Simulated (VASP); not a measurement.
Input:

```yaml
crystal:
  lattice:
    - [5.56733, 0.00000, 0.00000]
    - [0.00000, 5.56733, 0.00000]
    - [0.00000, 0.00000, 5.56733]
  atoms:
    - { symbol: Mg, position: [0.25000, 0.00000, 0.50000] }
    - { symbol: Mg, position: [0.75000, 0.00000, 0.50000] }
    - { symbol: Mg, position: [0.50000, 0.75000, 0.00000] }
    - { symbol: Mg, position: [0.50000, 0.25000, 0.00000] }
    - { symbol: Mg, position: [0.00000, 0.50000, 0.75000] }
    - { symbol: Mg, position: [0.00000, 0.50000, 0.25000] }
    - { symbol: O, position: [0.25000, 0.50000, 0.00000] }
    - { symbol: O, position: [0.75000, 0.50000, 0.00000] }
    - { symbol: O, position: [0.00000, 0.75000, 0.50000] }
    - { symbol: O, position: [0.00000, 0.25000, 0.50000] }
    - { symbol: O, position: [0.50000, 0.00000, 0.75000] }
    - { symbol: O, position: [0.50000, 0.00000, 0.25000] }
```

Calculation: r2SCAN meta-GGA, VASP's PBE PAW potentials (set 64) (plane waves; VASP 6.6.1). Run with 520 eV cut-off, 5×5×5 Γ-centred mesh, tetrahedra with Blöchl corrections, potentials Mg O.

Task: Give the energies of bands 12 to 25 at the high-symmetry points, in eV from the valence-band maximum.

Result: 
| band | Γ | X | M | R |
|---|---|---|---|---|
| 12 | -2.45 | -1.83 | -1.77 | -1.99 |
| 13 | -1.29 | -1.59 | -1.77 | -1.99 |
| 14 | -1.29 | -1.59 | -1.71 | -1.99 |
| 15 | -1.29 | -1.46 | -1.60 | -1.04 |
| 16 | -0.94 | -1.46 | -1.60 | -1.04 |
| 17 | -0.94 | -0.99 | -1.49 | -1.04 |
| 18 | -0.94 | -0.99 | -0.89 | -1.04 |
| 19 | -0.66 | -0.80 | -0.89 | -1.04 |
| 20 | -0.66 | -0.80 | -0.82 | -1.04 |
| 21 | -0.66 | -0.63 | -0.62 | -0.86 |
| 22 | 0.00 | -0.63 | -0.62 | -0.86 |
| 23 | 0.00 | 0.00 | -0.49 | -0.86 |
| 24 | 0.00 | 0.00 | 0.00 | -0.86 |
| 25 | 3.40 | 5.30 | 6.24 | 6.79 |

The gap is direct, 3.40 eV, from the valence maximum at Γ to the conduction minimum at Γ.

The structure comes from a computed database's MgO entry (Pm-3n); how it stands against other phases isn't given here. It was relaxed first.
